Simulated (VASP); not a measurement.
All values below come from r2SCAN meta-GGA, VASP's PBE PAW potentials (set 64) (plane waves; VASP).

Input for VASP

File POSCAR:
```
Te2Mo
1.0
  0.0000000000   3.2883133024   3.2883133024
  3.2883133024   0.0000000000   3.2883133024
  3.2883133024   3.2883133024   0.0000000000
Mo Te
1 2
Cart
  0.0000000000   0.0000000000   0.0000000000
  1.6441566512   1.6441566512   1.6441566512
  4.9324699536   4.9324699536   4.9324699536
```

**KPOINTS**
```
Automatic mesh
0
Gamma
7 7 7
```

INCAR:
```
ALGO=Normal
EDIFF=1E-6
EDIFFG=-0.02
ENCUT=400
IBRION=2
ISIF=3
ISMEAR=1
LASPH=.TRUE.
LCHARG=.FALSE.
LMAXMIX=4
LMIXTAU=.TRUE.
LREAL=.FALSE.
LWAVE=.FALSE.
METAGGA=R2SCAN
NELM=100
NSW=60
PREC=Accurate
SIGMA=0.1
SYSTEM=Te2Mo
```

POTCAR, in this order: Mo_sv Te (PBE.64 set). Program: vasp_std.

Output

### OUTCAR
```
 ion  position               nearest neighbor table
   1  0.000  0.000  0.000-   3 2.85   3 2.85   3 2.85   2 2.85   3 2.85   2 2.85   2 2.85   2 2.85
  LATTYP: Found a face centered cubic cell.
 ALAT       =     6.5766266048
 Subroutine PRICEL returns:
 Original cell was already a primitive cell.
 Subroutine GETGRP returns: Found 48 space group operations
The static configuration has the point symmetry O_h .
The dynamic configuration has the point symmetry O_h .
 Subroutine INISYM returns: Found 48 space group operations
 Subroutine IBZKPT returns following result:
 Found     20 irreducible k-points:

 Following reciprocal coordinates:
            Coordinates               Weight
  0.000000  0.000000  0.000000      1.000000
  0.142857  0.000000  0.000000      8.000000
  0.285714  0.000000  0.000000      8.000000
  0.428571  0.000000  0.000000      8.000000
  0.142857  0.142857  0.000000      6.000000
  0.285714  0.142857  0.000000     24.000000
  0.428571  0.142857  0.000000     24.000000
 -0.428571  0.142857  0.000000     24.000000
 -0.285714  0.142857  0.000000     24.000000
 -0.142857  0.142857  0.000000     12.000000
  0.285714  0.285714  0.000000      6.000000
  0.428571  0.285714  0.000000     24.000000
 -0.428571  0.285714  0.000000     24.000000
 -0.285714  0.285714  0.000000     12.000000
  0.428571  0.428571  0.000000      6.000000
 -0.428571  0.428571  0.000000     12.000000
  0.428571  0.285714  0.142857     24.000000
 -0.428571  0.285714  0.142857     48.000000
 -0.428571  0.428571  0.142857     24.000000
 -0.285714  0.428571  0.142857     24.000000
   k-points           NKPTS =     20   k-points in BZ     NKDIM =     20   number of bands    NBANDS=     17
   number of dos      NEDOS =    301   number of ions     NIONS =      3
   total plane-waves  NPLWV =  27000
   dimension x,y,z NGX =    30 NGY =   30 NGZ =   30
   dimension x,y,z NGXF=    60 NGYF=   60 NGZF=   60
...
```

### OSZICAR
```
       N       E                     dE             d eps       ncg     rms          rms(c)
DAV:   1     0.581231259537E+02    0.58123E+02   -0.11256E+04   800   0.115E+03
DAV:   2    -0.793427058038E+02   -0.13747E+03   -0.13606E+03   886   0.279E+02
DAV:   3    -0.837242607781E+02   -0.43816E+01   -0.43097E+01   870   0.442E+01
DAV:   4    -0.837902316079E+02   -0.65971E-01   -0.65873E-01   916   0.521E+00
DAV:   5    -0.837908633262E+02   -0.63172E-03   -0.63147E-03   920   0.477E-01    0.152E+01
DAV:   6    -0.763050102082E+02    0.74859E+01   -0.35551E+00   768   0.186E+01    0.672E+00
DAV:   7    -0.757727668776E+02    0.53224E+00   -0.30477E+00   795   0.945E+00    0.438E+00
DAV:   8    -0.758677018100E+02   -0.94935E-01   -0.66193E-01   788   0.398E+00    0.205E+00
DAV:   9    -0.759643782145E+02   -0.96676E-01   -0.81787E-01   715   0.616E+00    0.869E-01
DAV:  10    -0.759943382265E+02   -0.29960E-01   -0.12773E-01   776   0.290E+00    0.379E-01
DAV:  11    -0.760091903556E+02   -0.14852E-01   -0.39358E-03   814   0.483E-01    0.347E-01
DAV:  12    -0.760134759277E+02   -0.42856E-02   -0.10645E-03   772   0.215E-01    0.307E-01
DAV:  13    -0.760072640278E+02    0.62119E-02   -0.11720E-02   780   0.681E-01    0.505E-01
DAV:  14    -0.760105383692E+02   -0.32743E-02   -0.19887E-03   727   0.402E-01    0.436E-01
DAV:  15    -0.760097042182E+02    0.83415E-03   -0.50224E-05   881   0.507E-02    0.482E-01
DAV:  16    -0.760250392882E+02   -0.15335E-01   -0.58161E-03   759   0.537E-01    0.149E-01
DAV:  17    -0.760293160698E+02   -0.42768E-02   -0.29696E-03   852   0.358E-01    0.275E-01
DAV:  18    -0.760296924571E+02   -0.37639E-03   -0.23189E-04   708   0.131E-01    0.162E-01
DAV:  19    -0.760298593051E+02   -0.16685E-03   -0.80780E-04   726   0.181E-01    0.315E-02
DAV:  20    -0.760298552601E+02    0.40450E-05   -0.13138E-05   814   0.269E-02    0.379E-02
DAV:  21    -0.760298793796E+02   -0.24120E-04   -0.42264E-06   583   0.128E-02    0.433E-02
DAV:  22    -0.760299122126E+02   -0.32833E-04   -0.12063E-04   800   0.453E-02    0.110E-02
DAV:  23    -0.760299261066E+02   -0.13894E-04   -0.13618E-05   717   0.231E-02    0.163E-02
DAV:  24    -0.760299264917E+02   -0.38511E-06   -0.46848E-07   378   0.436E-03
   1 F= -.76029926E+02 E0= -.76030913E+02  d E =-.760299E+02
       N       E                     dE             d eps       ncg     rms          rms(c)
DAV:   1    -0.770928501255E+02   -0.10629E+01   -0.24568E+01   779   0.472E+01    0.812E+00
DAV:   2    -0.768774613454E+02    0.21539E+00   -0.20561E+01   780   0.255E+01    0.491E+00
DAV:   3    -0.760352750729E+02    0.84219E+00   -0.36878E+00   738   0.873E+00    0.155E+00
DAV:   4    -0.760167017050E+02    0.18573E-01   -0.36502E-01   796   0.296E+00    0.688E-01
DAV:   5    -0.760110581714E+02    0.56435E-02   -0.15376E-01   738   0.244E+00    0.520E-01
DAV:   6    -0.760162855713E+02   -0.52274E-02   -0.98799E-02   697   0.171E+00    0.259E-01
DAV:   7    -0.760241922811E+02   -0.79067E-02   -0.13021E-02   700   0.661E-01    0.695E-02
DAV:   8    -0.760245126363E+02   -0.32036E-03   -0.18710E-03   745   0.276E-01    0.469E-02
DAV:   9    -0.760245805410E+02   -0.67905E-04   -0.21053E-04   848   0.109E-01    0.411E-02
DAV:  10    -0.760246210916E+02   -0.40551E-04   -0.56057E-04   792   0.142E-01    0.121E-02
DAV:  11    -0.760246584171E+02   -0.37326E-04   -0.65614E-05   742   0.576E-02    0.241E-03
DAV:  12    -0.760246591794E+02   -0.76225E-06   -0.11901E-06   479   0.836E-03
   2 F= -.76024659E+02 E0= -.76025942E+02  d E =0.526731E-02
       N       E                     dE             d eps       ncg     rms          rms(c)
DAV:   1    -0.763267803509E+02   -0.30212E+00   -0.67755E+00   795   0.248E+01    0.447E+00
DAV:   2    -0.761678359076E+02    0.15894E+00   -0.32403E+00   771   0.110E+01    0.206E+00
DAV:   3    -0.760537824578E+02    0.11405E+00   -0.78367E-01   762   0.395E+00    0.723E-01
DAV:   4    -0.760446356789E+02    0.91468E-02   -0.58592E-02   739   0.200E+00    0.305E-01
DAV:   5    -0.760461912697E+02   -0.15556E-02   -0.71837E-03   763   0.662E-01    0.222E-01
DAV:   6    -0.760441227847E+02    0.20685E-02   -0.13797E-02   712   0.694E-01    0.117E-01
DAV:   7    -0.760474318190E+02   -0.33090E-02   -0.52342E-03   704   0.436E-01    0.338E-02
DAV:   8    -0.760474232343E+02    0.85847E-05   -0.11694E-04   811   0.851E-02    0.281E-02
DAV:   9    -0.760474380130E+02   -0.14779E-04   -0.84008E-06   807   0.232E-02    0.190E-02
DAV:  10    -0.760474442628E+02   -0.62498E-05   -0.31779E-06   619   0.152E-02    0.102E-02
DAV:  11    -0.760474476062E+02   -0.33434E-05   -0.61960E-07   340   0.633E-03    0.760E-03
DAV:  12    -0.760474456523E+02    0.19539E-05   -0.18244E-07   340   0.466E-03    0.642E-04
DAV:  13    -0.760474486701E+02   -0.30179E-05   -0.24802E-07   340   0.510E-03    0.193E-03
DAV:  14    -0.760474484311E+02    0.23905E-06   -0.21703E-08   340   0.139E-03
   3 F= -.76047448E+02 E0= -.76048343E+02  d E =-.175219E-01
```

OUTCAR:
```
------------------------ aborting loop because EDIFF is reached ----------------------------------------
  FORCE on cell =-STRESS in cart. coord.  units (eV):
  Direction    XX          YY          ZZ          XY          YZ          ZX
  --------------------------------------------------------------------------------------
  Total       -0.0057827     -0.0057827     -0.0057827     -0.0000000      0.0000000     -0.0000000
  in kB       -0.1266691     -0.1266691     -0.1266691     -0.0000000      0.0000000     -0.0000000
  external PRESSURE =      -0.1266691 kB  Pullay stress =       0.0000000 kB
  volume of cell :       73.14
      direct lattice vectors                 reciprocal lattice vectors
     0.000000000  3.319295388  3.319295388    -0.150634379  0.150634379  0.150634379
     3.319295388 -0.000000000  3.319295388     0.150634379 -0.150634379  0.150634379
     3.319295388  3.319295388  0.000000000     0.150634379  0.150634379 -0.150634379
 POSITION                                       TOTAL-FORCE (eV/Angst)
 -----------------------------------------------------------------------------------
      0.00000      0.00000      0.00000         0.000000      0.000000     -0.000000
      1.65965      1.65965      1.65965         0.000000      0.000000      0.000000
      4.97894      4.97894      4.97894        -0.000000     -0.000000     -0.000000
 -----------------------------------------------------------------------------------
    total drift:                                0.000000     -0.000000     -0.000000
  FREE ENERGIE OF THE ION-ELECTRON SYSTEM (eV)
  ---------------------------------------------------
  free  energy   TOTEN  =       -76.0474484311 eV

  energy  without entropy=      -76.0501308960  energy(sigma->0) =      -76.04834259

 reached required accuracy - stopping structural energy minimisation
```
(Selected blocks of OUTCAR.)

File CONTCAR:
```
Te2Mo
   1.00000000000000
     0.0000000000000000    3.3192953879670424    3.3192953879670424
     3.3192953879670424   -0.0000000000000000    3.3192953879670424
     3.3192953879670424    3.3192953879670424    0.0000000000000000
  Mo              Te
     1     2
Direct
     0.0000000000000000    0.0000000000000000    0.0000000000000000
     0.2500000000000000    0.2500000000000000    0.2500000000000000
     0.7500000000000000    0.7500000000000000    0.7500000000000000
```

Energy and stress use the plane-wave basis of the starting cell.

The structure was generated: Te2Mo was put into the fluorite type (Fm-3m), which need not be its known phase. This run relaxes it. Symmetry was kept, so distortions that lower it aren't found. The start is the result of an earlier pass.
